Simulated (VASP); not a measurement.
Given:

```yaml
crystal:
  lattice:
    - [4.42436, 0.00000, 0.00000]
    - [-2.21218, 3.83160, 0.00000]
    - [0.00000, 0.00000, 23.03999]
  atoms:
    - { symbol: Bi, position: [0.33333, 0.66667, 0.41089] }
    - { symbol: Bi, position: [0.00000, 0.00000, 0.58911] }
    - { symbol: Te, position: [0.00000, 0.00000, 0.33604] }
    - { symbol: Te, position: [0.66667, 0.33333, 0.50000] }
    - { symbol: Te, position: [0.33333, 0.66667, 0.66396] }
```

Calculation: PBE GGA, VASP's PBE PAW potentials (set 64) (plane waves; VASP 6.6.1). Run with 400 eV cut-off, Gaussian smearing of 0.050 eV, potentials Bi_d Te.

The cell holds a wide vacuum, so values per volume refer to the whole cell. Unless said otherwise, spin-orbit coupling is left out, though it shifts the bands of the heavy elements here.

### Question
What does the run give for the band gap (along the path) with the smallest direct gap where there is one?

### Answer

The band gap (along the path) is 0.94 eV and the smallest direct gap (along the path) comes out as 1.23 eV.

The cell is a sheet with vacuum, built from a generated structure.
